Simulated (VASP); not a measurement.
Consider the following.

```xyz
5
Lattice="5.7410 0.0000 0.0000 0.0000 5.7410 0.0000 0.0000 0.0000 5.7410" Properties=species:S:1:pos:R:3 pbc="T T T"
Cs     0.0000     0.0000     0.0000
Pb     2.8705     2.8705     2.8705
Cl     2.8705     0.0000     2.8705
Cl     0.0000     2.8705     2.8705
Cl     2.8705     2.8705     0.0000
```

Computed with r2SCAN+rVV10, VASP's PBE PAW potentials (set 64) (plane waves; VASP). Settings: 520 eV cut-off, 4×4×4 Γ-centred mesh, Gaussian smearing of 0.050 eV, potentials Cs_sv Pb_d Cl.

Problem. Give the stress tensor in GPa (positive for a compressed cell).

Solution. 
```
-1.34   0.00   0.00
 0.00  -1.34   0.00
 0.00   0.00  -1.34
```
The pressure is its mean diagonal, -1.34 GPa.

The compound is CsPbCl3 in the cubic perovskite structure, the ideal cubic form; the compound distorts at low or room temperature. This cell is one point of a volume scan, at 1.06 of the reference volume.
